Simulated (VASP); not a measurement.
A run of VASP 6.6.1:

File INCAR:

```
PREC = Accurate ; ENCUT = 600
EDIFF = 1E-7 ; ISMEAR = 0
SIGMA = 0.02 ; LREAL = F
LASPH = T ; NELM = 100
ALGO = Normal ; ISIF = 3
LWAVE = F ; LCHARG = F
GGA = PE ; IBRION = 2
NSW = 100 ; EDIFFG = -0.005
```

Contents of KPOINTS:

```
Automatic mesh
0
Gamma
  8 8 8
```

The input POSCAR:

```
Be3AsN
1.0
    3.6100382414      0.0000000000      0.0000000000
    0.0000000000      3.6100382414      0.0000000000
    0.0000000000      0.0000000000      3.6100382414
Be As N
3 1 1
Direct
    0.0000000000      0.5000000000      0.5000000000
    0.5000000000      0.0000000000      0.5000000000
    0.5000000000      0.5000000000      0.0000000000
    0.0000000000      0.0000000000      0.0000000000
    0.5000000000      0.5000000000      0.5000000000
```

Potentials or basis: VASP PAW PBE potentials, release 64 (Be, As, N).

Run with:

```sh
$ cat potpaw_PBE.64/Be/POTCAR potpaw_PBE.64/As/POTCAR potpaw_PBE.64/N/POTCAR > POTCAR
$ mpirun -np 1 vasp_std > vasp.out
```

Hardware: 1 thread of Intel(R) Xeon(R) Platinum 8488C (Sapphire Rapids), with other jobs on the host.

**Question.** How long does it take, and how much memory?

**Answer.** Wall time 67 s on 1 thread of Intel(R) Xeon(R) Platinum 8488C (Sapphire Rapids) (shared host), peak memory 0.18 GiB. Counts: scf iterations 31, k points 35, ion steps 3.
